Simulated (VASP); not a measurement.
Level of theory: optB86b-vdW, VASP's PBE PAW potentials (set 64) (plane waves; VASP 6.6.1).

VASP ran on this input.

**POSCAR**
```
InP
1
    0.0000000000     2.9601849700     2.9601849700
    2.9601849700     0.0000000000     2.9601849700
    2.9601849700     2.9601849700     0.0000000000
In P
1 1
Direct
  0.0000000000   0.0000000000   0.0000000000
  0.2500000000   0.2500000000   0.2500000000
```

### KPOINTS
```
k-points along high-symmetry lines
15
Line-mode
Reciprocal
  0.000000   0.000000   0.000000 ! GAMMA
 -0.500000  -0.500000   0.000000 ! X

 -0.500000  -0.500000   0.000000 ! X
 -0.375000  -0.375000   0.250000 ! U

 -0.375000  -0.000000   0.375000 ! K
  0.000000   0.000000   0.000000 ! GAMMA

  0.000000   0.000000   0.000000 ! GAMMA
 -0.000000  -0.000000   0.500000 ! L

 -0.000000  -0.000000   0.500000 ! L
 -0.500000  -0.250000   0.250000 ! W

 -0.500000  -0.250000   0.250000 ! W
 -0.500000  -0.500000   0.000000 ! X
```

**INCAR**
```
SYSTEM=InP
PREC=Accurate; ENCUT=520; LREAL=.FALSE.
LASPH=.TRUE.; ICHARG=11
EDIFF=1E-7; NELM=100; ALGO=Normal
LMAXMIX=4
ISMEAR=0; SIGMA=0.05
GGA=MK; LUSE_VDW=.TRUE.; AGGAC=0.0
PARAM1=0.1234; PARAM2=1.0
LWAVE=.FALSE.; LCHARG=.FALSE.; LORBIT=11
```

POTCAR, in this order: In_d P (PBE.64 set). Program: vasp_std. Read from the step before: CHGCAR.

The resulting files:

**OUTCAR**
```
 ion  position               nearest neighbor table
   1  0.000  0.000  0.000-   2 2.56   2 2.56   2 2.56   2 2.56
   2  0.250  0.250  0.250-   1 2.56   1 2.56   1 2.56   1 2.56
  LATTYP: Found a face centered cubic cell.
 ALAT       =     5.9203699400
 Subroutine PRICEL returns:
 Original cell was already a primitive cell.
 Subroutine GETGRP returns: Found 24 space group operations
The static configuration has the point symmetry T_d .
The dynamic configuration has the point symmetry T_d .
 Subroutine INISYM returns: Found 24 space group operations
   k-points           NKPTS =     90   k-points in BZ     NKDIM =     90   number of bands    NBANDS=     13
   number of dos      NEDOS =    301   number of ions     NIONS =      2
   total plane-waves  NPLWV =  32768
   dimension x,y,z NGX =    32 NGY =   32 NGZ =   32
   dimension x,y,z NGXF=    64 NGYF=   64 NGZF=   64
   ions per type =               1   1
   PREC   = accura    normal or accurate (medium, high low for compatibility)
   ISTART =      0    job   : 0-new  1-cont  2-samecut
   ICHARG =     11    charge: 1-file 2-atom 10-const
   ISPIN  =      1    spin polarized calculation?
   LNONCOLLINEAR =      F non collinear calculations
   LSORBIT =      F    spin-orbit coupling
   INIWAV =      1    electr: 0-lowe 1-rand  2-diag
   ENCUT  =  520.0 eV  38.22 Ry    6.18 a.u.   7.78  7.78  7.78*2*pi/ulx,y,z
   NELM   =    100;   NELMIN=  2; NELMDL= -5     # of ELM steps
   EDIFF  = 0.1E-06   stopping-criterion for ELM
   LREAL  =      F    real-space projection
   NLSPLINE    = F    spline interpolate recip. space projectors
   LMAXMIX     =    4 max onsite mixed and CHGCAR
   VOSKOWN=      0    Vosko Wilk Nusair interpolation
   EDIFFG = 0.1E-05   stopping-criterion for IOM
   NSW    =      0    number of steps for IOM
   NBLOCK =      1;   KBLOCK =      1    inner block; outer block
   IBRION =     -1    ionic relax: 0-MD 1-quasi-New 2-CG
   NFREE  =      0    steps in history (QN), initial steepest desc. (CG)
   ISIF   =      2    stress and relaxation
   ISYM   =      2    0-nonsym 1-usesym 2-fastsym
   TEIN   =    0.0    initial temperature
   TEBEG  =    0.0;   TEEND  =   0.0 temperature during run
...
```

**OSZICAR**
```
       N       E                     dE             d eps       ncg     rms          rms(c)
DAV:   1     0.118184215332E+03    0.11818E+03   -0.86760E+03  2355   0.153E+03
DAV:   2     0.580513386081E+01   -0.11238E+03   -0.10902E+03  2425   0.331E+02
DAV:   3    -0.253924402408E+01   -0.83444E+01   -0.81919E+01  3085   0.916E+01
DAV:   4    -0.277587290630E+01   -0.23663E+00   -0.23645E+00  2810   0.169E+01
DAV:   5    -0.278673975884E+01   -0.10867E-01   -0.10866E-01  3547   0.315E+00
DAV:   6    -0.278695815243E+01   -0.21839E-03   -0.21839E-03  2941   0.401E-01
DAV:   7    -0.278696557418E+01   -0.74218E-05   -0.74221E-05  3562   0.753E-02
DAV:   8    -0.278696568676E+01   -0.11258E-06   -0.11256E-06  2857   0.896E-03
DAV:   9    -0.278696568862E+01   -0.18601E-08   -0.18837E-08  2050   0.155E-03
   1 F= -.27869657E+01 E0= -.27869657E+01  d E =-.175392E-11
```

OUTCAR:
```
 val. band max:        4.7924156155   @ k =   0.0000   0.0000   0.0000

 cond. band min:       5.2545715167   @ k =   0.0000   0.0000   0.0000



 k-point     1 :       0.0000    0.0000    0.0000
  band No.  band energies     occupation
      1      -9.3412      2.00000
      2      -9.3412      2.00000
      3      -9.3412      2.00000
      4      -9.2033      2.00000
      5      -9.2033      2.00000
      6      -6.5312      2.00000
      7       4.7924      2.00000
      8       4.7924      2.00000
      9       4.7924      2.00000
     10       5.2546      0.00000
     11       8.8433      0.00000
     12       8.8433      0.00000
     13       8.8433      0.00000

 k-point     2 :      -0.0357   -0.0357    0.0000
  band No.  band energies     occupation
      1      -9.3438      2.00000
      2      -9.3401      2.00000
      3      -9.3401      2.00000
      4      -9.2037      2.00000
      5      -9.2029      2.00000
      6      -6.5124      2.00000
      7       4.4524      2.00000
      8       4.7444      2.00000
      9       4.7444      2.00000
     10       5.5924      0.00000
     11       8.7771      0.00000
     12       8.9085      0.00000
     13       8.9085      0.00000

 k-point     3 :      -0.0714   -0.0714    0.0000
  band No.  band energies     occupation
      1      -9.3512      2.00000
      2      -9.3368      2.00000
      3      -9.3368      2.00000
      4      -9.2050      2.00000
      5      -9.2018      2.00000
      6      -6.4564      2.00000
      7       3.9554      2.00000
      8       4.6101      2.00000
      9       4.6101      2.00000
     10       6.0797      0.00000
     11       8.5984      0.00000
     12       9.0945      0.00000
     13       9.0945      0.00000

 k-point     4 :      -0.1071   -0.1071    0.0000
  band No.  band energies     occupation
      1      -9.3629      2.00000
      2      -9.3314      2.00000
      3      -9.3314      2.00000
      4      -9.2072      2.00000
...
```

The density is held fixed in this step, so its total energy and stress have no physical meaning. Unless said otherwise, spin-orbit coupling is left out, though it shifts the bands of the heavy elements here.

The compound is InP in the zinc blende structure. It was relaxed first.
